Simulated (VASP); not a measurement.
```yaml
crystal:
  lattice:
    - [0.00000, 2.09740, 2.09740]
    - [2.09740, 0.00000, 2.09740]
    - [2.09740, 2.09740, 0.00000]
  atoms:
    - { symbol: Mg, position: [0.00000, 0.00000, 0.00000] }
    - { symbol: O, position: [0.50596, 0.50596, 0.49404] }
```

Method: r2SCAN meta-GGA, VASP's PBE PAW potentials (set 64) (plane waves; VASP). Run with 600 eV cut-off, 10×10×10 Γ-centred mesh, Gaussian smearing of 0.050 eV, potentials Mg O.

Question: Give the force on each atom (eV/Å).

Answer: 
| atom | Fx | Fy | Fz |
|---|---|---|---|
| Mg1 | 0.000 | 0.000 | 0.149 |
| O2 | 0.000 | 0.000 | -0.149 |

Question: Give the stress tensor in GPa (positive for a compressed cell).

Answer: 
```
-0.24   0.00   0.00
 0.00  -0.24   0.00
 0.00   0.00   0.00
```
The pressure is its mean diagonal, -0.16 GPa.

The compound is MgO in the rock salt structure. This cell was strained or had an atom moved on purpose.
